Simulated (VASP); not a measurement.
All values below come from PBEsol GGA, VASP's PBE PAW potentials (set 64) (plane waves; VASP 6.6.1).

Input for VASP

File KPOINTS:
```
Automatic mesh
0
Gamma
6 6 6
0 0 0
```

### POSCAR
```
SrTe
1.0
  4.0232869643   0.0000000000   0.0000000000
  0.0000000000   4.0232869643   0.0000000000
  0.0000000000   0.0000000000   4.0232869643
Sr Te
1 1
Cartesian
  0.0000000000   0.0000000000   0.0000000000
  2.0116434822   2.0116434822   2.0116434822
```

**INCAR**
```
NSW = 60   # most ionic steps
LMAXMIX = 4
LCHARG = .False.
LWAVE = .False.
ALGO = Normal   # blocked Davidson
PREC = Accurate
SIGMA = 0.05   # width (eV)
ISIF = 3   # ions, shape and volume
LREAL = .False.
EDIFFG = -0.01   # ionic stop
ENCUT = 400
EDIFF = 1E-6   # SCF stop (eV)
LASPH = .True.   # aspherical one-centre terms
IBRION = 2   # conjugate gradients
GGA = PS   # PBEsol
ISMEAR = 0   # Gaussian
SYSTEM = SrTe
NELM = 100   # most electronic steps
```

POTCAR, in this order: Sr_sv Te (PBE.64 set). Program: vasp_std.

Unless said otherwise, spin-orbit coupling is left out, though it shifts the bands of the heavy elements here.

Problem. Estimate the energy per atom (σ→0), band gap (on the k-mesh).

Solution. 
```json
{
  "energy per atom (σ→0)": "-4.201 eV/atom",
  "band gap (on the k-mesh)": "0.29 eV"
}
```

**OSZICAR**
```
...
DAV:   6    -0.841961555757E+01    0.11452E+00   -0.18043E-01   604   0.246E+00    0.898E+00
DAV:   7    -0.840503874935E+01    0.14577E-01   -0.22433E-01   676   0.305E+00    0.773E-01
DAV:   8    -0.840155092682E+01    0.34878E-02   -0.33111E-02   588   0.910E-01    0.255E-01
DAV:   9    -0.840166461830E+01   -0.11369E-03   -0.11269E-03   628   0.226E-01    0.114E-01
DAV:  10    -0.840171845560E+01   -0.53837E-04   -0.76612E-05   608   0.585E-02    0.210E-02
DAV:  11    -0.840172380881E+01   -0.53532E-05   -0.13040E-05   636   0.222E-02    0.179E-02
DAV:  12    -0.840172357262E+01    0.23620E-06   -0.81173E-07   424   0.565E-03
   1 F= -.84017236E+01 E0= -.84017235E+01  d E =-.840172E+01
```

The structure was generated: SrTe was put into the CsCl type type (Pm-3m), which need not be its known phase. It was relaxed first, which changed the volume by -20 %. The start is the result of an earlier pass.
